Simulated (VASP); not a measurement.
Level of theory: SCAN meta-GGA, VASP's PBE PAW potentials (set 64) (plane waves; VASP).

A VASP calculation is set up with these files.

POSCAR:
```
MgB2
1
    1.5358125380    -2.6601048580    -0.0000000000
    1.5358125380     2.6601048580    -0.0000000000
   -0.0000000000    -0.0000000000     3.4733760210
Mg B
1 2
Direct
  0.0000000000   0.0000000000   0.0000000000
  0.3333330000   0.6666670000   0.5000000000
  0.6666670000   0.3333330000   0.5000000000
```

**KPOINTS**
```
Automatic mesh
0
Gamma
10 10 8
0 0 0
```

INCAR:
```
SYSTEM = MgB2
PREC = Accurate; ENCUT = 520; LREAL = .False.
LASPH = .True.
EDIFF = 1E-6; NELM = 100; ALGO = Normal
LMIXTAU = .True.
ISMEAR = 1; SIGMA = 0.1
METAGGA = SCAN
IBRION = 2; NSW = 60; ISIF = 3
EDIFFG = -0.02
LWAVE = .False.; LCHARG = .False.
```

POTCAR, in this order: Mg B (PBE.64 set). Program: vasp_std.

Task: What will the output report for the number of irreducible k-points (NKPTS), largest plane-wave count, number of space-group operations, FFT grid (NGX, NGY, NGZ)?

Result: 
The number of irreducible k-points (NKPTS) comes out as 70. The largest plane-wave count is 781 and the number of space-group operations is 24. The FFT grid (NGX, NGY, NGZ) is 24 × 24 × 28.

The compound is MgB2 in the AlB2 type structure. This run relaxes it. Symmetry was kept, so distortions that lower it aren't found.
